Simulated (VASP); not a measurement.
# From one sheet to two: 1T-PtS2 monolayer

Aim: relax 1T-PtS2 monolayer, place its levels against the vacuum, then find how two sheets stack and bind.

Main program and level: VASP 6.6.1; optB86b-vdW; plane waves and PAW (Pt, S), in the first sound run; inputs show where later runs differ.

Most raw output is cut from this account.

## (1) Set-up

The cell holds 3 atoms: 1 Pt and 2 S. Cell: a = 3.570 Å, b = 3.570 Å, c = 22.000 Å, α = 90.0°, β = 90.0°, γ = 120.0°. Vacuum lies along c.

Coordinates:

```xyz
3
Lattice="3.5700 0.0000 0.0000 -1.7850 3.0917 0.0000 0.0000 0.0000 22.0000" Properties=species:S:1:pos:R:3
Pt    0.0000    0.0000   11.0000
S     0.0000    2.0611    9.7000
S     1.7850    1.0306   12.3000
```

## (2) Relaxing the monolayer

The sheet's cell relaxes in its plane with the atoms, while the vacuum is kept.

File INCAR:

```
SYSTEM = PtS2
PREC = Normal
ENCUT = 350
EDIFF = 1E-06
NELM = 120
ISMEAR = 0
SIGMA = 0.03
LREAL = .FALSE.
ALGO = Normal
GGA = MK
AGGAC = 0
LUSE_VDW = .TRUE.
PARAM1 = 0.1234
PARAM2 = 1
LASPH = .TRUE.
NBANDS = 17
LORBIT = 11
LWAVE = .FALSE.
LCHARG = .FALSE.
KPAR = 4
IBRION = 2
NSW = 50
ISIF = 3
EDIFFG = -0.015
POTIM = 0.4
IDIPOL = 3
LDIPOL = .TRUE.
DIPOL = 0.5 0.5 0.5
LATTICE_CONSTRAINTS = .TRUE. .TRUE. .FALSE.
```

File POSCAR:

```
PtS2
1.0
    3.5700000000      0.0000000000      0.0000000000
   -1.7850000000      3.0917106915      0.0000000000
    0.0000000000      0.0000000000     22.0000000000
Pt S
1 2
Direct
    0.0000000000      0.0000000000      0.5000000000
    0.3333333333      0.6666666667      0.4409090909
    0.6666666667      0.3333333333      0.5590909091
```

File KPOINTS:

```
Automatic mesh
0
Gamma
12 12 1
0 0 0
```

Potentials, in the order of the species: Pt and S (PBE family, release 64).

Started as:

```sh
> mpirun -np 4 vasp_std
```

Run time: 2 min. Hardware: 4 MPI ranks of Intel Xeon Platinum 8488C (Sapphire Rapids), shared host; peak memory 1.5 GiB; 7.9 min of CPU time.

The gap is read on the k-mesh alone, so it is an upper bound where the band edges lie off the mesh. The PAW data sets were made with PBE, which is usual practice but a small mismatch for other functionals. The run keeps the 12 symmetry operations of its start, so it cannot find a distortion of lower symmetry.

The steps of the relaxation:

```
step  energy less that of the first step (eV)  largest force (eV/Å)  pressure (GPa)  volume (Å³)
   1                                   0.0000                0.7943           -1.43       242.82
   2                                  -0.0253                0.2763            1.11       229.38
   3                                  -0.0525                0.2016           -0.04       234.81
   4                                  -0.0560                0.1516           -0.03       235.72
   5                                  -0.0605                0.0008           -0.01       238.44
```

```
cell as run  before  after  change
      a (Å)   3.570  3.538  -0.9 %
      b (Å)   3.570  3.538  -0.9 %
```

The atoms that moved most (Å, along periodic axes as changes of fractional coordinates times the final cell, across vacuum about the mean position):

| atom | dx | dy | dz | length |
| --- | --- | --- | --- | --- |
| S3 | 0.000 | 0.000 | -0.049 | 0.049 |
| S2 | 0.000 | 0.000 | 0.049 | 0.049 |

The relaxed structure:

```xyz
3
Lattice="3.5376 0.0000 0.0000 -1.7688 3.0637 0.0000 0.0000 0.0000 22.0000" Properties=species:S:1:pos:R:3
Pt    0.0000    0.0000   11.0000
S     0.0000    2.0425    9.7492
S     1.7688    1.0212   12.2508
```

This step gave:

```yaml
electronic_cycles: 55
electrons: 22
free_energy_toten: -9.978 eV
fermi_energy: -3.501 eV
metallic: no
dipole_moment: 0, 0, 0 e·Å
gap_on_the_k_mesh: 1.802 eV
least_direct_gap_on_the_k_mesh: 1.957 eV
```

The run ended after 5 ionic steps, 0.061 eV below its first step, once forces and stress met EDIFFG = -0.015.

## (3) A second relaxation

The plane waves were chosen for the start cell, so the relaxation is repeated from its end.

INCAR: that of step 2 with these lines changed.

```diff
@@ -21,3 +21,3 @@
 IBRION = 2
-NSW = 50
+NSW = 30
 ISIF = 3
```

File POSCAR:

```
PtS2
1.0
    3.5376312987      0.0000000000      0.0000000000
   -1.7688156493      3.0636785739      0.0000000000
    0.0000000000      0.0000000000     22.0000000000
Pt S
1 2
Direct
    0.0000000000      0.0000000000      0.5000000000
    0.3333333333      0.6666666667      0.4431445006
    0.6666666667      0.3333333333      0.5568554994
```

KPOINTS is that of step 2.

Started as:

```sh
> mpirun -np 4 vasp_std
```

Run time: 48 s. Hardware: 4 MPI ranks; peak memory 1.5 GiB.

Little changed from the start: no atom moved by 0.005 Å and no cell edge by 0.1 %.

Numbers from this step:

| Property | Result |
| --- | --- |
| electronic cycles | 24 |
| free energy (TOTEN) | -9.977 eV |
| Fermi energy | -3.510 eV |

The start already met the threshold, so nothing moved.

## (4) Vacuum level and density of states

A static run writes the electrostatic potential without exchange and correlation (LVHAR), which is flat in the vacuum and gives the level to count from. The dipole correction cancels the field that unlike faces would set up across the vacuum.

File INCAR:

```
SYSTEM = PtS2
PREC = Normal
ENCUT = 350
EDIFF = 1E-06
NELM = 120
ISMEAR = 0
SIGMA = 0.03
LREAL = .FALSE.
ALGO = Fast
GGA = MK
AGGAC = 0
LUSE_VDW = .TRUE.
PARAM1 = 0.1234
PARAM2 = 1
LASPH = .TRUE.
NBANDS = 17
LORBIT = 11
LWAVE = .FALSE.
LCHARG = .TRUE.
IDIPOL = 3
LDIPOL = .TRUE.
DIPOL = 0.5 0.5 0.5
LVHAR = .TRUE.
LVACPOTAV = .TRUE.
NEDOS = 1500
LELF = .TRUE.
```

POSCAR is that of step 3.

KPOINTS is that of step 3.

File KPOINTS_OPT:

```
Line mode
14
Line-mode
Reciprocal
  0.00000000   0.00000000   0.00000000 GAMMA
  0.50000000   0.00000000   0.00000000 M

  0.50000000   0.00000000   0.00000000 M
  0.33333333   0.33333333   0.00000000 K

  0.33333333   0.33333333   0.00000000 K
  0.00000000   0.00000000   0.00000000 GAMMA
```

Started as:

```sh
> mpirun -np 4 vasp_std
```

Run time: 22 s. Hardware: 4 MPI ranks; peak memory 0.95 GiB.

This step gave:

```
electronic cycles                                 : 21
Fermi energy                                      : -3.545 eV
least gap on mesh and path                        : 1.788 eV
least direct gap on mesh and path                 : 1.911 eV
vacuum levels                                     : 2.831, 2.831 eV
ionisation potentials of the upper and lower face : 6.507, 6.507 eV
electron affinities of the upper and lower face   : 4.719, 4.719 eV
```

Electronic bands along the path, in eV, zero at the valence-band top; v1 is the highest filled band, c1 the lowest empty one:

| point | v4 | v3 | v2 | v1 | c1 | c2 | c3 | c4 |
| --- | --- | --- | --- | --- | --- | --- | --- | --- |
| Γ | -0.84 | -0.72 | -0.19 | -0.19 | 3.23 | 3.23 | 5.10 | 5.47 |
| 0.46 of the way | -1.96 | -0.33 | -0.25 | -0.12 | 1.79 | 2.81 | 6.09 | 6.26 |
| M | -2.10 | -1.89 | -1.66 | -1.42 | 2.88 | 3.01 | 5.49 | 6.76 |
| 0.46 of the way | -2.20 | -2.17 | -1.12 | -0.77 | 2.36 | 2.70 | 6.12 | 7.68 |
| K | -2.42 | -2.27 | -0.67 | -0.67 | 2.17 | 2.17 | 6.83 | 8.88 |
| 0.46 of the way | -2.04 | -0.96 | -0.59 | 0.00 | 2.01 | 2.31 | 6.75 | 6.77 |
| Γ | -0.84 | -0.72 | -0.19 | -0.19 | 3.23 | 3.23 | 5.10 | 5.47 |

Of the projections kept (Pt, S), the largest for each band there; the rest of the weight can lie on other orbitals:

```csv
point,v4,v3,v2,v1,c1,c2,c3,c4
Γ,Pt 0.77,S 0.99,S 0.90,S 0.90,S 0.58,S 0.58,S 0.64,S 0.66
M,Pt 0.91,S 0.78,Pt 0.86,S 0.88,Pt 0.54,S 0.56,Pt 0.72,Pt 0.58
K,Pt 0.99,S 0.76,Pt 0.70,Pt 0.70,Pt 0.54,Pt 0.54,Pt 0.63,Pt 0.65
Γ,Pt 0.77,S 0.99,S 0.90,S 0.90,S 0.58,S 0.58,S 0.64,S 0.66
```

Zero at the Fermi level. Planar average of the electrostatic potential against height:

```csv
height (Å),planar average of the electrostatic potential (eV)
0,6.38
1,6.38
2,6.38
3,6.38
4,6.38
5,6.38
6,6.38
7,6.36
8,6.16
9,2.11
10,-10.3
11,-12.4
12,-10.3
13,2.11
14,6.16
15,6.36
16,6.38
17,6.38
18,6.38
19,6.38
20,6.38
21,6.38
```

Density of states in the PAW spheres, an atom over height of the layer and energy from the Fermi level.

Ten even steps from '_' (0.00 states/eV) to '@' (2.63 states/eV), each cell a mean:
```
______
__..__
==++==
..--..
::++::
..::..
..@@..
..%%..
__..__
__++__
..##..
..##..
__--__
..==..
..%%..
::@@::
__::__
__..__
______
______
______
______
```
Columns: height of the layer (Å) from 9.7 to 12.3; rows upwards: energy from the Fermi level (eV) from -7.9 to 0.5.

ELF in the ca plane at fractional y = 0.000, with atoms of Pt within 0.2 Å of it. It is the smooth field of the valence electrons, not physical close to the nuclei.

Values, 5 rows by 16 columns, each cell a mean:
```
0.00 0.00 0.00 0.00 0.00 0.01 0.05 0.25 0.15 0.25 0.16 0.02 0.01 0.00 0.00 0.00
0.00 0.00 0.00 0.00 0.04 0.08 0.35 0.52 0.32 0.41 0.50 0.22 0.06 0.00 0.00 0.00
0.00 0.00 0.00 0.02 0.03 0.15 0.55 0.66 0.28 0.45 0.67 0.38 0.06 0.03 0.00 0.00
0.00 0.00 0.00 0.00 0.01 0.03 0.22 0.40 0.31 0.36 0.36 0.13 0.07 0.00 0.00 0.00
0.00 0.00 0.00 0.00 0.00 0.00 0.03 0.26 0.13 0.24 0.14 0.01 0.00 0.00 0.00 0.00
```
Columns run along c (16.0 Å, from fractional 0.11 to 0.84 of the cell), rows up along a (3.5 Å). Atoms in or near the plane, at fractional coordinates: Pt at (0.50, 0.00).

Valence density in the ca plane at fractional y = 0.000, with atoms of Pt within 0.2 Å of it. It is the smooth field of the valence electrons, not physical close to the nuclei.

Ten steps, logarithmic in the rise over the least value, from '0' (0.0 e/Å³) to '9' (3.4 e/Å³), each cell a mean:
```
00000000000000000012358999853210000000000000
00000000000000000012356787653210000000000000
00000000000000000123455565554321000000000000
00000000000000000134555444555431000000000000
00000000000000000134555444555431000000000000
00000000000000000123455555554321000000000000
00000000000000000123456776654311000000000000
00000000000000000012357898753210000000000000
00000000000000000012368999863210000000000000
```
Columns run along c (16.0 Å, from fractional 0.11 to 0.84 of the cell), rows up along a (3.5 Å). Atoms in or near the plane, at fractional coordinates: Pt at (0.50, 0.00).

The map of layer states is cut here 0.5 eV above the Fermi level, so it leaves out the states above that.

The vacuum level lies 6.51 eV above the highest filled level at the upper face; both faces agree, as the slab has next to no dipole.

The program found no field-free point at its default tolerance, but its printed level agrees with the flat part of the planar average.

## (5) The slab in a field, field -0.1

A field across the slab, with the atoms held, gives the electronic response: the dipole changes linearly with the field, and the energy has a linear term from the slab's own dipole and a quadratic one from its polarisability.

INCAR: that of step 4 with these lines changed.

```diff
@@ -18,3 +18,4 @@
 LWAVE = .FALSE.
-LCHARG = .TRUE.
+LCHARG = .FALSE.
+KPAR = 4
 IDIPOL = 3
@@ -22,5 +23,2 @@
 DIPOL = 0.5 0.5 0.5
-LVHAR = .TRUE.
-LVACPOTAV = .TRUE.
-NEDOS = 1500
-LELF = .TRUE.
+EFIELD = -0.1
```

POSCAR is that of step 4.

KPOINTS is that of step 4.

Started as:

```sh
> mpirun -np 4 vasp_std
```

The job ended after 35 s (4 MPI ranks; peak memory 1.5 GiB; 2.3 min of CPU time).

This step gave:

```
electronic cycles   : 20
free energy (TOTEN) : -9.978 eV
Fermi energy        : -3.525 eV
dipole moment       : 0, 0, -0.02699 e·Å
```

VASP counts the dipole in electrons times Å, so a positive number points the physical dipole along −c. A positive EFIELD is likewise a physical field along −c.

Energy at zero smearing: -9.97817 eV.

## (6) The slab in a field, field 0.1

INCAR: that of step 5 with these lines changed.

```diff
@@ -23,2 +23,2 @@
 DIPOL = 0.5 0.5 0.5
-EFIELD = -0.1
+EFIELD = 0.1
```

POSCAR is that of step 5.

KPOINTS is that of step 5.

Started as:

```sh
> mpirun -np 4 vasp_std
```

Wall time 39 s (4 MPI ranks); peak memory 1.5 GiB; 2.5 min of CPU time.

Numbers from this step:

```
electronic cycles : 22
Fermi energy      : -3.526 eV
dipole moment     : 0, 0, 0.02706 e·Å
gap on the k-mesh : 1.801 eV
```

Energy at zero smearing: -9.97817 eV.

## (7) With spin-orbit coupling

This step: optB86b-vdW, spin-orbit coupling; plane waves and PAW (Pt, S) (VASP 6.6.1).

For heavy elements spin-orbit coupling shifts the highest filled levels.

INCAR: that of step 6 with these lines changed.

```diff
@@ -15,4 +15,8 @@
 LASPH = .TRUE.
-NBANDS = 17
-LORBIT = 11
+LNONCOLLINEAR = .TRUE.
+MAGMOM = 0 0 0 0 0 0 0 0 0
+NBANDS = 34
+GGA_COMPAT = .FALSE.
+LSORBIT = .TRUE.
+LMAXMIX = 4
 LWAVE = .FALSE.
@@ -23,2 +27 @@
 DIPOL = 0.5 0.5 0.5
-EFIELD = 0.1
```

POSCAR is that of step 6.

KPOINTS is that of step 6.

KPOINTS_OPT is that of step 4.

Started as:

```sh
> mpirun -np 4 vasp_ncl
```

Elapsed: 1.9 min, on 4 MPI ranks; peak memory 2.5 GiB.

This step gave:

* free energy (TOTEN): -10.37 eV
* Fermi energy: -3.428 eV
* least gap on mesh and path: 1.735 eV
* least direct gap on mesh and path: 1.817 eV
* dipole moment: 0, 0, 0 e·Å

On-site spin-orbit energy by atom:

```
atom  on-site spin-orbit energy (eV)
 Pt1                          -0.776
  S2                           0.001
  S3                           0.001
```

The electronic bands at the labelled points (eV, zero at the valence-band top; v1 is the highest filled band, c1 the lowest empty one):

```
          point     v4     v3     v2     v1    c1    c2    c3    c4
              Γ  -0.39  -0.39  -0.18  -0.18  3.03  3.03  3.27  3.27
0.46 of the way  -0.32  -0.32  -0.08  -0.08  1.73  1.73  2.74  2.74
              M  -1.50  -1.50  -1.48  -1.48  2.75  2.75  3.00  3.00
0.46 of the way  -1.20  -1.20  -0.79  -0.79  2.26  2.26  2.66  2.66
              K  -0.85  -0.85  -0.64  -0.64  2.06  2.06  2.15  2.15
0.46 of the way  -0.71  -0.71  -0.02  -0.02  1.94  1.94  2.26  2.26
              Γ  -0.39  -0.39  -0.18  -0.18  3.03  3.03  3.27  3.27
```

The path shows an indirect gap of 1.73 eV (valence top between Γ and M, conduction bottom between Γ and M). The least direct gap is 1.82 eV.

## (8) A rigid stacking

This step: optB86b-vdW; plane waves and PAW (Pt, S) (VASP 6.6.1).

System of this step: bilayer of 1T-PtS2 monolayer. The cell holds 6 atoms: 2 Pt and 4 S. Cell: a = 3.538 Å, b = 3.538 Å, c = 25.103 Å, α = 90.0°, β = 90.0°, γ = 120.0°. upper sheet same orientation, shifted by (0.00, 0.00). Vacuum lies along c.

Two rigid sheets are set at a typed distance in several high-symmetry stackings, to find where to start. The upper sheet is shifted or turned in the plane and never flipped over.

File INCAR:

```
SYSTEM = PtS2
PREC = Normal
ENCUT = 350
EDIFF = 1E-05
NELM = 120
ISMEAR = 0
SIGMA = 0.03
LREAL = .FALSE.
ALGO = Fast
GGA = MK
AGGAC = 0
LUSE_VDW = .TRUE.
PARAM1 = 0.1234
PARAM2 = 1
LASPH = .TRUE.
NBANDS = 28
LORBIT = 11
LWAVE = .FALSE.
LCHARG = .FALSE.
KPAR = 4
IDIPOL = 3
LDIPOL = .TRUE.
DIPOL = 0.5 0.5 0.5
```

File POSCAR:

```
PtS2
1.0
    3.5376312987      0.0000000000      0.0000000000
   -1.7688156493      3.0636785739      0.0000000000
    0.0000000000      0.0000000000     25.1032839472
Pt S
2 4
Direct
    0.0000000000      0.0000000000      0.3884281000
    0.0000000000      0.0000000000      0.6115719000
    0.3333333300      0.6666666700      0.3386011200
    0.6666666700      0.3333333300      0.4382550900
    0.3333333300      0.6666666700      0.5617449100
    0.6666666700      0.3333333300      0.6613988800
```

KPOINTS is that of step 7.

Started as:

```sh
> mpirun -np 4 vasp_std
```

Run time: 33 s. Hardware: 4 MPI ranks; peak memory 1.6 GiB.

This step gave:

| Property | Result |
| --- | --- |
| electronic cycles | 14 |
| electrons | 44 |
| free energy (TOTEN) | -20.20 eV |
| Fermi energy | -0.9507 eV |
| gap on the k-mesh | 1.243 eV |
| least direct gap on the k-mesh | 1.533 eV |

Force by atom:

| atom | x (eV/Å) | y (eV/Å) | z (eV/Å) | size |
| --- | --- | --- | --- | --- |
| Pt1 | 0.0000 | 0.0000 | 0.0873 | 0.0873 |
| Pt2 | 0.0000 | 0.0000 | -0.0873 | 0.0873 |
| S3 | 0.0000 | 0.0000 | -0.0299 | 0.0299 |
| S4 | 0.0000 | 0.0000 | 0.0374 | 0.0374 |
| S5 | 0.0000 | 0.0000 | -0.0374 | 0.0374 |
| S6 | 0.0000 | 0.0000 | 0.0299 | 0.0299 |

Energy at zero smearing: -20.19597 eV.

## (9) A rigid stacking

INCAR is that of step 8.

File POSCAR:

```
PtS2
1.0
    3.5376312987      0.0000000000      0.0000000000
   -1.7688156493      3.0636785739      0.0000000000
    0.0000000000      0.0000000000     25.1032839472
Pt S
2 4
Direct
    0.0000000000      0.0000000000      0.3884281000
    0.3333333300      0.6666666700      0.6115719000
    0.3333333300      0.6666666700      0.3386011200
    0.6666666700      0.3333333300      0.4382550900
    0.6666666700      0.3333333300      0.5617449100
    0.0000000000      1.0000000000      0.6613988800
```

KPOINTS is that of step 8.

Started as:

```sh
> mpirun -np 4 vasp_std
```

Elapsed: 49 s, on 4 MPI ranks; peak memory 1.6 GiB; 2.9 min of CPU time.

Energy at zero smearing: -20.02899 eV.

## (10) A rigid stacking

INCAR is that of step 9.

File POSCAR:

```
PtS2
1.0
    3.5376312987      0.0000000000      0.0000000000
   -1.7688156493      3.0636785739      0.0000000000
    0.0000000000      0.0000000000     25.1032839472
Pt S
2 4
Direct
    0.0000000000      0.0000000000      0.3884281000
    0.6666666700      0.3333333300      0.6115719000
    0.3333333300      0.6666666700      0.3386011200
    0.6666666700      0.3333333300      0.4382550900
    1.0000000000      0.0000000000      0.5617449100
    0.3333333300      0.6666666700      0.6613988800
```

KPOINTS is that of step 9.

Started as:

```sh
> mpirun -np 4 vasp_std
```

Elapsed: 42 s, on 4 MPI ranks; peak memory 1.6 GiB; 2.2 min of CPU time.

Energy at zero smearing: -20.18332 eV.

## (11) A rigid stacking

INCAR is that of step 10.

File POSCAR:

```
PtS2
1.0
    3.5376312987      0.0000000000      0.0000000000
   -1.7688156493      3.0636785739      0.0000000000
    0.0000000000      0.0000000000     25.1032839472
Pt S
2 4
Direct
    0.0000000000      0.0000000000      0.3884281000
    0.0000000000      0.0000000000      0.6115719000
    0.3333333300      0.6666666700      0.3386011200
    0.6666666700      0.3333333300      0.4382550900
    0.6666666700      0.3333333300      0.5617449100
    0.3333333300      0.6666666700      0.6613988800
```

KPOINTS is that of step 10.

Started as:

```sh
> mpirun -np 4 vasp_std
```

Wall time 52 s (4 MPI ranks); peak memory 1.6 GiB; 2.8 min of CPU time.

Energy at zero smearing: -20.01264 eV.

## (12) A rigid stacking

INCAR is that of step 11.

File POSCAR:

```
PtS2
1.0
    3.5376312987      0.0000000000      0.0000000000
   -1.7688156493      3.0636785739      0.0000000000
    0.0000000000      0.0000000000     25.1032839472
Pt S
2 4
Direct
    0.0000000000      0.0000000000      0.3884281000
    0.3333333300      0.6666666700      0.6115719000
    0.3333333300      0.6666666700      0.3386011200
    0.6666666700      0.3333333300      0.4382550900
    0.0000000000      1.0000000000      0.5617449100
    0.6666666700      0.3333333300      0.6613988800
```

KPOINTS is that of step 11.

Started as:

```sh
> mpirun -np 4 vasp_std
```

Run time: 44 s. Hardware: 4 MPI ranks; peak memory 1.6 GiB.

Energy at zero smearing: -20.19576 eV.

(Part 1 of 2 ends here.)

[Lines on the potential files, build, host, timing and source positions are cut from VASP's logs without a mark.]

[Logs are printed without paths, hosts, clocks, repeated set-up lines and the standing remarks that a program may print on its own settings, such as how far it seeks lower states.]

[Hosts, paths, dates, database ids (printed as entryN), source tags and the programs' standing remarks are cut or masked in the printed files.]

[Runs that stopped without an error message from VASP are left out.]
